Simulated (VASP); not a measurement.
Data:

```yaml
crystal:
  lattice:
    - [3.19267, 0.00000, 0.00000]
    - [-1.59634, 2.76494, 0.00000]
    - [0.00000, 0.00000, 12.46630]
  atoms:
    - { symbol: Mo, position: [0.00000, 0.00000, 0.26239] }
    - { symbol: Mo, position: [0.00000, 0.00000, 0.73761] }
    - { symbol: Se, position: [0.66667, 0.33333, 0.87332] }
    - { symbol: Se, position: [0.33333, 0.66667, 0.12668] }
    - { symbol: S, position: [0.33333, 0.66667, 0.38398] }
    - { symbol: S, position: [0.66667, 0.33333, 0.61602] }
```

Computed with LDA (Ceperley-Alder, Perdew-Zunger), VASP's LDA PAW potentials (set 64) (plane waves; VASP). Settings: 400 eV cut-off, 9×9×2 Γ-centred mesh, tetrahedra with Blöchl corrections, potentials Mo_sv Se S.

The cores are frozen, which limits the accuracy of field gradients.

### Question
Give the principal components of the electric field gradient (V/Å²) and the asymmetry η at each nucleus.

### Answer

```csv
atom,Vxx,Vyy,Vzz,η
Mo1,37.9,37.9,-75.8,0.00
Mo2,37.9,37.9,-75.8,0.00
Se3,49.2,49.2,-98.3,0.00
Se4,49.2,49.2,-98.3,0.00
S5,27.3,27.3,-54.7,0.00
S6,27.3,27.3,-54.7,0.00
```

The structure comes from a computed database's MoSeS entry (P-3m1); how it stands against other phases isn't given here. It was relaxed first, which changed the volume by -12 %.
